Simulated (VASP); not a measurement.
All values below come from PBE GGA, VASP's PBE PAW potentials (set 64) (plane waves; VASP).

VASP input:

**INCAR**
```
! general
SYSTEM  =  Na
PREC    =  Accurate
ENCUT   =  180
LREAL   =  .FALSE.
LASPH   =  .TRUE.

! electronic loop
EDIFF   =  1E-6
NELM    =  100
ALGO    =  Normal

! smearing
ISMEAR  =  1
SIGMA   =  0.2

! functional
GGA     =  PE

! ions
ISIF    =  2

! output
LWAVE   =  .FALSE.
LCHARG  =  .FALSE.
```

**POSCAR**
```
Na
1
   -2.1799320000     2.1799320000     2.1799320000
    2.1799320000    -2.1799320000     2.1799320000
    2.1799320000     2.1799320000    -2.1799320000
Na
1
Direct
  0.0000000000   0.0000000000   0.0000000000
```

**KPOINTS**
```
K-points
0
gamma
  9 9 9
0 0 0
```

POTCAR, in this order: Na_pv (PBE.64 set). Program: vasp_std.

Output

OSZICAR:
```
       N       E                     dE             d eps       ncg     rms          rms(c)
DAV:   1     0.612659144991E+01    0.61266E+01   -0.28208E+03   658   0.332E+02
DAV:   2    -0.436074896503E+00   -0.65627E+01   -0.65622E+01   532   0.725E+01
DAV:   3    -0.489238757528E+00   -0.53164E-01   -0.53164E-01   651   0.789E+00
DAV:   4    -0.489481234766E+00   -0.24248E-03   -0.24248E-03   602   0.401E-01
DAV:   5    -0.489483631080E+00   -0.23963E-05   -0.23963E-05   588   0.349E-02    0.121E+00
DAV:   6    -0.434791966659E+00    0.54692E-01   -0.10997E-01   490   0.518E+00    0.504E-01
DAV:   7    -0.433392520812E+00    0.13994E-02   -0.37926E-02   490   0.301E+00    0.116E-01
DAV:   8    -0.434421211760E+00   -0.10287E-02   -0.13308E-04   539   0.984E-02    0.146E-02
DAV:   9    -0.434422970407E+00   -0.17586E-05   -0.20003E-05   602   0.702E-02    0.402E-03
DAV:  10    -0.434422816769E+00    0.15364E-06   -0.26645E-06   525   0.220E-02
   1 F= -.43442282E+00 E0= -.43447042E+00  d E =0.142811E-03
```

### OUTCAR
```
------------------------ aborting loop because EDIFF is reached ----------------------------------------
  FORCE on cell =-STRESS in cart. coord.  units (eV):
  Direction    XX          YY          ZZ          XY          YZ          ZX
  --------------------------------------------------------------------------------------
  Total      -11.2579584    -11.2579584    -11.2579584      0.0000000      0.0000000     -0.0000000
  in kB     -435.2927054   -435.2927054   -435.2927054      0.0000000      0.0000000     -0.0000000
  external PRESSURE =    -435.2927054 kB  Pullay stress =       0.0000000 kB
  volume of cell :       41.44
      direct lattice vectors                 reciprocal lattice vectors
    -2.179932000  2.179932000  2.179932000     0.000000000  0.229364953  0.229364953
     2.179932000 -2.179932000  2.179932000     0.229364953  0.000000000  0.229364953
     2.179932000  2.179932000 -2.179932000     0.229364953  0.229364953  0.000000000
 POSITION                                       TOTAL-FORCE (eV/Angst)
 -----------------------------------------------------------------------------------
      0.00000      0.00000      0.00000        -0.000000     -0.000000      0.000000
 -----------------------------------------------------------------------------------
    total drift:                               -0.000000     -0.000000      0.000000
  FREE ENERGIE OF THE ION-ELECTRON SYSTEM (eV)
  ---------------------------------------------------
  free  energy   TOTEN  =        -0.4344228168 eV

  energy  without entropy=       -0.4345656275  energy(sigma->0) =       -0.43447042
```
(Selected blocks of OUTCAR.)

**OUTCAR**
```
 val. band max:       -0.1242161441   @ k =  -0.3333   0.4444   0.1111

 cond. band min:       0.0621036716   @ k =   0.4444   0.0000   0.0000


 Fermi energy:        -0.0164021886

 k-point     1 :       0.0000    0.0000    0.0000
  band No.  band energies     occupation
      1     -25.5620      2.00000
      2     -25.5620      2.00000
      3     -25.5619      2.00000
      4      -3.0616      2.00000
      5      11.0439      0.00000
      6      11.0458      0.00000
      7      11.0458      0.00000

 k-point     2 :       0.1111    0.0000    0.0000
  band No.  band energies     occupation
      1     -25.5614      2.00000
      2     -25.5341      2.00000
      3     -25.5311      2.00000
      4      -2.8614      2.00000
      5       8.9025      0.00000
      6      10.0649      0.00000
      7      10.2681      0.00000

 k-point     3 :       0.2222    0.0000    0.0000
  band No.  band energies     occupation
      1     -25.5687      2.00000
      2     -25.5386      2.00000
      3     -25.5026      2.00000
      4      -2.2643      2.00000
      5       6.2380      0.00000
      6       8.9622      0.00000
      7       9.3545      0.00000

 k-point     4 :       0.3333    0.0000    0.0000
  band No.  band energies     occupation
      1     -25.5866      2.00000
      2     -25.5114      2.00000
      3     -25.4371      2.00000
      4      -1.2822      2.00000
      5       3.8603     -0.00000
      6       8.2042      0.00000
      7       8.7291      0.00000

 k-point     5 :       0.4444    0.0000    0.0000
  band No.  band energies     occupation
      1     -25.5828      2.00000
      2     -25.5661      2.00000
      3     -25.5659      2.00000
      4       0.0621      0.38898
      5       1.8176     -0.00000
      6       7.8204      0.00000
      7       8.4131      0.00000

 k-point     6 :       0.1111    0.1111    0.0000
  band No.  band energies     occupation
      1     -25.5626      2.00000
...
```

At this cut-off the stress carries a Pulay error, which pulls relaxed volumes low.

The structure comes from a computed database's Na entry; how it stands against other phases isn't given here. The cell was not relaxed at this level, and its volume differs by +9.3 % from the start's. The run is one of a series of settings (ENCUT = 180 against the base run), some of them coarse on purpose.
